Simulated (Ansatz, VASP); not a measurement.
# Cross-check of SrTiC2 between VASP and Ansatz, part 2 of 2

One calculation is typed for both programs; each brings its own data sets and cutoff. How far apart do they land? The cell is invented: other elements were put on sites of a known structure type. It may not be a known or stable phase. The cell is taken from a series of VASP runs on this material, whose earlier steps may have relaxed, scaled or displaced it; both programs get it as it stands.

VASP 6.6.1 and Ansatz 0.2.0.

So far. Step 2 (Ansatz: single point, RPBE with D4): The run ends at a pressure of -0.20 GPa, with forces up to 0.020 eV/Å.

### Step 5. VASP: electric field gradients, RPBE with D4

Level of this step: RPBE with D4; plane waves and PAW (Sr_sv, Ti_sv, C); invented cell (VASP).

Field gradients test the density near the nuclei, where the PAW reconstruction matters most.

File INCAR:

```
SYSTEM = SrTiC2
PREC = Accurate
ENCUT = 520
EDIFF = 1E-07
NELM = 100
ISMEAR = 0
SIGMA = 0.05
LREAL = .FALSE.
ALGO = Normal
GGA = RP
IVDW = 13
NBANDS = 21
LORBIT = 11
LWAVE = .FALSE.
LCHARG = .FALSE.
KPAR = 2
LEFG = .TRUE.
LASPH = .TRUE.
```

File POSCAR:

```
SrTiC2
1.0
    4.0346161303      0.0000000000      0.0009430178
    0.0000000000      4.2016994997      0.0000000000
   -0.0067034805      0.0000000000      4.0479623131
Sr Ti C
1 1 2
Direct
    0.0000000000      0.6260963311      0.5000000000
    0.5000000000      0.1263351860      0.0000000000
    0.0000000000      0.0241070137      0.0000000000
    0.5000000000      0.2249264692      0.5000000000
```

File KPOINTS:

```
Automatic mesh
0
Gamma
6 5 6
0 0 0
```

The projector-augmented-wave data sets are Sr_sv, Ti_sv and C (PBE family, release 64).

Launch:

```sh
mpirun -np 2 vasp_std
```

Numbers of over 12 decimals in the logs are rounded to 6 here.

Output:

```text
[banner, memory and clock lines left out]
running    2 mpi-ranks, on    1 nodes
[...]
[... a notice as in an earlier step ...]

 LDA part: xc-table for (Slater+PW92), standard interpolation
 POSCAR, INCAR and KPOINTS ok, starting setup
[...]
entering main loop
       N       E                     dE             d eps       ncg     rms          rms(c)
DAV:   1     0.270856367114E+03    0.27086E+03   -0.14943E+04  2520   0.146E+03
DAV:   2     0.352003541606E+01   -0.26734E+03   -0.25647E+03  2596   0.402E+02
DAV:   3    -0.289285939859E+02   -0.32449E+02   -0.31586E+02  4606   0.114E+02
DAV:   4    -0.306767295856E+02   -0.17481E+01   -0.17407E+01  3065   0.248E+01
[...]
DAV:  15    -0.243969868346E+02   -0.27159E-06   -0.17882E-05  4005   0.270E-02    0.443E-03
DAV:  16    -0.243969871929E+02   -0.35831E-06   -0.13560E-06  3115   0.882E-03    0.176E-03
DAV:  17    -0.243969871498E+02    0.43093E-07   -0.18471E-07  2510   0.310E-03
ion   1
[...]
0.0000000     0.0000000     0.0000000   -38.0325231    -0.1877852    21.9611444
     0.0000266     0.0000000     0.0000000   -38.0325198    -0.1877852    21.9611425
     0.0000367     0.0000000     0.0000000   -38.0325175    -0.1877852    21.9611412
     0.0000505     0.0000000     0.0000000   -38.0325136    -0.1877852    21.9611389
     0.0000695     0.0000000     0.0000000   -38.0325068    -0.1877852    21.9611351

ion   4
     0.0000000     0.0000000     0.0000000    22.8961376    -0.2167959   -13.1843136
     0.0000266     0.0000000     0.0000000    22.8961375    -0.2167959   -13.1843135
     0.0000367     0.0000000     0.0000000    22.8961374    -0.2167959   -13.1843135
     0.0000505     0.0000000     0.0000000    22.8961372    -0.2167959   -13.1843134
     0.0000695     0.0000000     0.0000000    22.8961369    -0.2167959   -13.1843132

     0.0000000     0.0000000     0.0000000    37.8625589    -0.3613869   -21.9480003
     0.0000266     0.0000000     0.0000000    37.8625556    -0.3613869   -21.9479984
     0.0000367     0.0000000     0.0000000    37.8625534    -0.3613868   -21.9479971
     0.0000505     0.0000000     0.0000000    37.8625494    -0.3613868   -21.9479948
     0.0000695     0.0000000     0.0000000    37.8625428    -0.3613867   -21.9479909

   1 F= -.25773117E+02 E0= -.25771617E+02  d E =-.299946E-02
```

OUTCAR, selected parts (step 5):

```text
  Edisp (eV):   -1.37613

  Total      -0.00835     0.03402    -0.05248     0.00000     0.00000     0.00605
  in kB      -0.19485     0.79426    -1.22522     0.00000     0.00000     0.14129
  external pressure =       -0.21 kB  Pullay stress =        0.00 kB

 POSITION                                       TOTAL-FORCE (eV/Angst)
 -----------------------------------------------------------------------------------
     -0.00335      2.63067      2.02398         0.000000     -0.002119      0.000000
      2.01731      0.53082      0.00047         0.000000      0.000766      0.000000
      0.00000      0.10129      0.00000         0.000000      0.005532      0.000000
      2.01396      0.94507      2.02445        -0.000000     -0.004178      0.000000
 -----------------------------------------------------------------------------------
    total drift:                               -0.000000      0.000042      0.000001

  FREE ENERGIE OF THE ION-ELECTRON SYSTEM (eV)
  ---------------------------------------------------
  free  energy   TOTEN  =       -25.7731168918 eV

  energy  without entropy=      -25.7701174276  energy(sigma->0) =      -25.77161716

[... 1 part as in an earlier step ...]

[... 2 further parts left out ...]
[key lines of the parts left out:]
E-fermi :   3.9296
```

The run ends at a pressure of -0.02 GPa, with forces up to 0.0055 eV/Å.

### Step 6. Ansatz: electric field gradients, RPBE with D4

The same cell, functional, mesh and smearing now go to Ansatz, which takes its cutoff from its data sets.

The cell is taken from a series of VASP runs on this material, whose earlier steps may have relaxed, scaled or displaced it; both programs get it as it stands.

File input.yaml:

```yaml
crystal:
  lattice:
    - [4.0346161303, 0.0, 0.0009430178]
    - [0.0, 4.2016994997, 0.0]
    - [-0.0067034805, 0.0, 4.0479623131]
  atoms:
    - { symbol: Sr, position: [0.0, 0.6260963311, 0.5] }
    - { symbol: Ti, position: [0.5, 0.126335186, 0.0] }
    - { symbol: C, position: [0.0, 0.0241070137, 0.0] }
    - { symbol: C, position: [0.5, 0.2249264692, 0.5] }
hamiltonian:
  xc: rpbe
  pseudopotentials: { kind: paw }
  dispersion: d4
kpoints:
  mp_grid: { grid: [6, 5, 6] }
scf:
  occupations: { method: gaussian, width: 0.05 }
  n_extra_bands: 5
output:
  forces: true
  stress: true
  eigenvalues: true
  efg: {}
```

Launch:

```sh
ansatz run input.yaml --threads 2 --pin off --max-ram 4608MiB --backend cpu --events-out ev --progress --plain --runs-dir out
```

Output:

```text
[...]
Sr: output.efg is read without spin–orbit coupling, which moves field gradients at and beside such atoms by some per cent and up to a factor of two; PAW files take it under magnetization.noncollinear and magnetization.spin_orbit
[...]
Crystal: 4 atoms, lattice volume = 68.622 Å³
[...]
k-point 0: bands = [... 11 lower, 7.5573, 7.5706, 7.8415, 8.6046, 8.6220, 10.2300, 10.4708, 12.2831, ... 1 higher]
  k-point 1: bands = [... 11 lower, 7.1834, 7.5429, 7.7168, 8.3343, 8.4672, 10.5107, 10.6274, 11.3446, ... 1 higher]
  k-point 2: bands = [... 11 lower, 7.0765, 7.4664, 7.5026, 7.9367, 8.6059, 9.7833, 10.8959, 11.1639, ... 1 higher]
  k-point 59: bands = [... 11 lower, 5.7464, 6.3832, 7.2370, 7.2429, 9.4660, 10.4782, 11.2263, 12.0725, ... 1 higher]
[key lines of the parts left out:]
SCF converged after 8 iterations
Free energy (F): -6558.828192 eV
Fermi energy:    8.577348 eV
P = ⅓ Tr σ = -0.2068 GPa (-2.068 kbar)
```

Wall time 4.5 s (2 threads of Arm Neoverse V2, shared host); peak memory 0.43 GiB.

The run ends at a pressure of -0.21 GPa, with forces up to 0.013 eV/Å.

### Step 7. Comparison

What differs besides the data sets and the points named for the pairs above, as far as they apply: Ansatz adds the response of the frozen cores to the gradients, VASP leaves it out. Total energies have different zeros and are not compared.

The two programs side by side:

```csv
quantity,Ansatz,VASP,difference
pressure (GPa),-0.21,-0.02,-0.19
pressure without Ansatz's Pulay correction (GPa),-0.34,-0.02,-0.32
Vzz at Sr1 (V/Å²),-14.3,-13.7,-0.7
Vzz at Ti2 (V/Å²),163.3,150.3,+13.0
Vzz at C3 (V/Å²),43.6,45.9,-2.3
Vzz at C4 (V/Å²),43.5,45.8,-2.3
```

At this near-relaxed geometry the largest component of a force difference is 17 meV/Å. Ansatz's pressure holds a Pulay correction of 0.13 GPa; VASP's holds none.

### Step 8. Ansatz: band structure, RPBE with D4, spin-orbit coupling

With cell and atoms fixed, the geometry can't cause a difference; cores, projectors, grids and the points listed under the comparison can.

The cell is taken from a series of VASP runs on this material, whose earlier steps may have relaxed, scaled or displaced it; both programs get it as it stands.

File input.yaml:

```yaml
crystal:
  lattice:
    - [4.0346161303, 0.0, 0.0009430178]
    - [0.0, 4.2016994997, 0.0]
    - [-0.0067034805, 0.0, 4.0479623131]
  atoms:
    - { symbol: Sr, position: [0.0, 0.6260963311, 0.5] }
    - { symbol: Ti, position: [0.5, 0.126335186, 0.0] }
    - { symbol: C, position: [0.0, 0.0241070137, 0.0] }
    - { symbol: C, position: [0.5, 0.2249264692, 0.5] }
hamiltonian:
  xc: rpbe
  pseudopotentials: { kind: paw_fr }
  dispersion: d4
magnetization:
  noncollinear: true
  spin_orbit: true
kpoints:
  mp_grid: { grid: [5, 4, 5] }
  band_path:
    path:
      - [0.0, 0.0, 0.0]
      - [0.0, 0.0, 0.2]
      - [0.0, 0.0, 0.4]
      - [-0.06657, 0.0, 0.50009]
      - [-0.26629, 0.0, 0.50038]
      - [-0.46601, 0.0, 0.50066]
      - [-0.49948, 0.0, 0.50052]
      - [-0.49976, 0.0, 0.50024]
      - [-0.5, 0.0, 0.5]
      - [-0.5, 0.2, 0.5]
      - [-0.5, 0.4, 0.5]
      - [-0.50009, 0.5, 0.4999]
      - [-0.50038, 0.5, 0.49962]
      - [-0.50066, 0.5, 0.49934]
      - [-0.50052, 0.5, 0.36614]
      - [-0.50024, 0.5, 0.16643]
      - [-0.5, 0.5, 0.0]
      - [-0.5, 0.3, 0.0]
      - [-0.5, 0.1, 0.0]
      - [-0.50009, 0.0, 0.06657]
      - [-0.50038, 0.0, 0.26629]
      - [-0.50066, 0.0, 0.466]
      - [-0.36615, 0.5, 0.50052]
      - [-0.16643, 0.5, 0.50024]
      - [0.0, 0.5, 0.5]
      - [0.0, 0.5, 0.3]
      - [0.0, 0.5, 0.1]
      - [0.0, 0.06667, 0.5]
      - [0.0, 0.26667, 0.5]
      - [0.0, 0.5, 0.5]
    npoints: 1
scf:
  occupations: { method: gaussian, width: 0.05 }
  n_extra_bands: 16
output:
  forces: true
  stress: true
  eigenvalues: true
```

Output:

```text
[...]
non-collinear run that drives no moment, with spin-orbit: no starting moment large enough to seed its density (crystal.atoms[].spin), no starting occupations that ask for one, no magnetisation constraint and no magnetic field, so the semilocal B_xc is pinned to zero
Crystal: 4 atoms, lattice volume = 68.622 Å³
[...]
k-point 0: bands = [... 26 lower, 7.8430, 7.8430, 8.6030, 8.6030, 8.6220, 8.6220, 10.2272, 10.2272, ... 12 higher]
  k-point 1: bands = [... 26 lower, 7.6460, 7.6596, 8.2403, 8.2469, 8.4515, 8.4535, 10.5263, 10.5318, ... 12 higher]
  k-point 2: bands = [... 26 lower, 7.4857, 7.4896, 7.8369, 7.8408, 8.7810, 8.7811, 9.4639, 9.4717, ... 12 higher]
  k-point 38: bands = [... 26 lower, 6.8963, 6.8990, 8.0177, 8.0348, 9.6131, 9.6296, 10.3561, 10.3736, ... 12 higher]
[key lines of the parts left out:]
SCF converged after 12 iterations
Magnetization: |M| = 0.0000 μB,  M = (+0.0000, +0.0000, +0.0000) μB
Free energy (F): -6559.507201 eV
Fermi energy:    8.571263 eV
P = ⅓ Tr σ = -0.2395 GPa (-2.395 kbar)
```

Elapsed: 26 s, on 2 threads; peak memory 0.64 GiB; 52 s of CPU time.

### Step 9. VASP: band structure, RPBE with D4, spin-orbit coupling

The same cell, functional, mesh and smearing now go to VASP, with its own data sets and cutoff.

File INCAR:

```
SYSTEM = SrTiC2
PREC = Accurate
ENCUT = 520
EDIFF = 1E-06
NELM = 100
ISMEAR = 0
SIGMA = 0.05
LREAL = .FALSE.
ALGO = Normal
GGA = RP
IVDW = 13
LNONCOLLINEAR = .TRUE.
MAGMOM = 0 0 0 0 0 0 0 0 0 0 0 0
NBANDS = 42
GGA_COMPAT = .FALSE.
LASPH = .TRUE.
LSORBIT = .TRUE.
LMAXMIX = 4
LORBIT = 11
LWAVE = .FALSE.
LCHARG = .FALSE.
KPAR = 2
```

POSCAR is that of step 5.

File KPOINTS:

```
Automatic mesh
0
Gamma
5 4 5
0 0 0
```

File KPOINTS_OPT:

```
Line mode
16
Line-mode
Reciprocal
  0.00000000   0.00000000   0.00000000 GAMMA
  0.00000000   0.00000000   0.50000000 Y

  0.00000000   0.00000000   0.50000000 Y
 -0.49929222   0.00000000   0.50071248 H

 -0.49929222   0.00000000   0.50071248 H
 -0.50000000   0.00000000   0.50000000 C

 -0.50000000   0.00000000   0.50000000 C
 -0.50000000   0.50000000   0.50000000 E

 -0.50000000   0.50000000   0.50000000 E
 -0.50070778   0.50000000   0.49928752 M1

 -0.50070778   0.50000000   0.49928752 M1
 -0.50000000   0.50000000   0.00000000 A

 -0.50000000   0.50000000   0.00000000 A
 -0.50000000   0.00000000   0.00000000 X

 -0.50000000   0.00000000   0.00000000 X
 -0.50070778   0.00000000   0.49928752 H1

 -0.49929222   0.50000000   0.50071248 M
  0.00000000   0.50000000   0.50000000 D

  0.00000000   0.50000000   0.50000000 D
  0.00000000   0.50000000   0.00000000 Z

  0.00000000   0.00000000   0.50000000 Y
  0.00000000   0.50000000   0.50000000 D
```

Launch:

```sh
mpirun -np 2 vasp_ncl
```

Output:

```text
[... set-up lines as in an earlier step ...]
 entering main loop
       N       E                     dE             d eps       ncg     rms          rms(c)
DAV:   1     0.314873192972E+03    0.31487E+03   -0.14368E+04  4368   0.147E+03
DAV:   2     0.138580942064E+02   -0.30102E+03   -0.28876E+03  4486   0.430E+02
DAV:   3    -0.270273530349E+02   -0.40885E+02   -0.39843E+02  6950   0.136E+02
DAV:   4    -0.306829776886E+02   -0.36556E+01   -0.36277E+01  6390   0.362E+01
[...]
DAV:  14    -0.244877077348E+02   -0.14053E-04   -0.44561E-05  5594   0.538E-02    0.333E-02
DAV:  15    -0.244876959358E+02    0.11799E-04   -0.49159E-05  6092   0.610E-02    0.749E-03
DAV:  16    -0.244876966947E+02   -0.75892E-06   -0.37108E-06  4522   0.128E-02
   1 F= -.25863826E+02 E0= -.25862579E+02  d E =-.249495E-02  mag=    -0.0000    -0.0000    -0.0000
 Start KPOINTS_OPT (optional k-point list driver)
k-point batch [1-52\176]
       N       E                     dE             ncg
DAV:   1    -0.376858966392E+04   -0.39925E+05     4368
DAV:   2    -0.190347949699E+05   -0.15266E+05     4532
DAV:   3    -0.209539931280E+05   -0.19192E+04     6836
DAV:   4    -0.211612993715E+05   -0.20731E+03     6406
[...]
DAV:   8    -0.211718862026E+05   -0.43484E-03     6206
DAV:   9    -0.211718862278E+05   -0.25149E-04     5480
DAV:  10    -0.211718862284E+05   -0.60903E-06     3078
[...]
k-point batch [157-176\176]
       N       E                     dE             ncg
DAV:   1     0.284199968253E+05   -0.16531E+05     1680
DAV:   2     0.225033783606E+05   -0.59166E+04     1738
DAV:   3     0.217629376090E+05   -0.74044E+03     2576
DAV:   4     0.216852462641E+05   -0.77691E+02     2536
[...]
DAV:   8     0.216812118374E+05   -0.96932E-04     2406
DAV:   9     0.216812118322E+05   -0.52097E-05     1968
DAV:  10     0.216812118321E+05   -0.12524E-06     1256
```

OUTCAR, selected parts (step 9):

```text
  Edisp (eV):   -1.37613

  Total      -0.06841     0.09416    -0.11726     0.00000     0.00000     0.00318
  in kB      -1.59728     2.19851    -2.73787     0.00000     0.00000     0.07434
  external pressure =       -0.71 kB  Pullay stress =        0.00 kB

 POSITION                                       TOTAL-FORCE (eV/Angst)
 -----------------------------------------------------------------------------------
     -0.00335      2.63067      2.02398         0.000000     -0.000587      0.000000
      2.01731      0.53082      0.00047         0.000000     -0.003274      0.000000
      0.00000      0.10129      0.00000         0.000000     -0.015218      0.000000
      2.01396      0.94507      2.02445        -0.000000      0.019079      0.000000
 -----------------------------------------------------------------------------------
    total drift:                                0.000000      0.000013     -0.000000

  FREE ENERGIE OF THE ION-ELECTRON SYSTEM (eV)
  ---------------------------------------------------
  free  energy   TOTEN  =       -25.8638264367 eV

  energy  without entropy=      -25.8613314906  energy(sigma->0) =      -25.86257896

 magnetization (x)
# of ion       s       p       d       tot
------------------------------------------
    1        0.000   0.000   0.000   0.000
    2        0.000   0.000   0.000   0.000
    3        0.000   0.000   0.000   0.000
    4        0.000   0.000   0.000   0.000
--------------------------------------------------
tot          0.000   0.000   0.000   0.000

 magnetization (y)
# of ion       s       p       d       tot
------------------------------------------
    1       -0.000  -0.000  -0.000  -0.000
    2        0.000  -0.000   0.000   0.000
    3        0.000  -0.000   0.000  -0.000
    4       -0.000   0.000   0.000   0.000
--------------------------------------------------
tot         -0.000  -0.000   0.000   0.000

 magnetization (z)
# of ion       s       p       d       tot
------------------------------------------
    1        0.000   0.000   0.000   0.000
    2        0.000   0.000   0.000   0.000
    3        0.000   0.000   0.000   0.000
    4        0.000   0.000   0.000   0.000
--------------------------------------------------
tot          0.000   0.000   0.000   0.000

[... 1 part as in an earlier step ...]

[... 2 further parts left out ...]
[key lines of the parts left out:]
E-fermi :   3.9239
```

Within 0.02 Å the cell has space group P-4m2; at a tight tolerance a small distortion makes it P2.

### Step 10. Side by side

What differs besides the data sets and the points named for the pairs above, as far as they apply: spin-orbit coupling enters by fully relativistic files in Ansatz and inside the spheres in VASP. Total energies have different zeros and are not compared.

Both answers:

```csv
quantity,Ansatz,VASP,difference
pressure (GPa),-0.24,-0.07,-0.17
pressure without Ansatz's Pulay correction (GPa),-0.37,-0.07,-0.30
```

At this near-relaxed geometry the largest component of a force difference is 16 meV/Å. Levels from 3 eV below to 2 eV above the Fermi level differ by 6 meV r.m.s. and 17 meV at most; each VASP level is matched to the nearest of Ansatz, which flatters the figure a little. Ansatz's pressure holds a Pulay correction of 0.13 GPa; VASP's holds none.

### Step 11. What came out

```
difference in pressure (single point, RPBE with D4)                                                  : -0.22 GPa
r.m.s. force difference (single point, RPBE with D4)                                                 : 8.5 meV/Å
difference in Vzz at Ti2 (electric field gradients, RPBE with D4)                                    : 13 V/Å²
r.m.s. force difference (electric field gradients, RPBE with D4)                                     : 6.9 meV/Å
r.m.s. difference of levels near the Fermi level (band structure, RPBE with D4, spin-orbit coupling) : 5.6 meV
r.m.s. force difference (band structure, RPBE with D4, spin-orbit coupling)                          : 6.2 meV/Å
```

**Reading.** The r.m.s. force difference is 8.5 meV/Å (single point, RPBE with D4), within the 12 meV/Å picked in this series as the mark of a large difference. How closely two codes agree says nothing of how well the functional describes the real material.

[Lines on the potential files, build, host, timing and source positions are cut from VASP's logs without a mark.]

[Logs are printed without paths, hosts, clocks, repeated set-up lines and the standing remarks that a program may print on its own settings, such as how far it seeks lower states.]

[Hosts, paths, dates, database ids (printed as entryN), source tags and the programs' standing remarks are cut or masked in the printed files.]
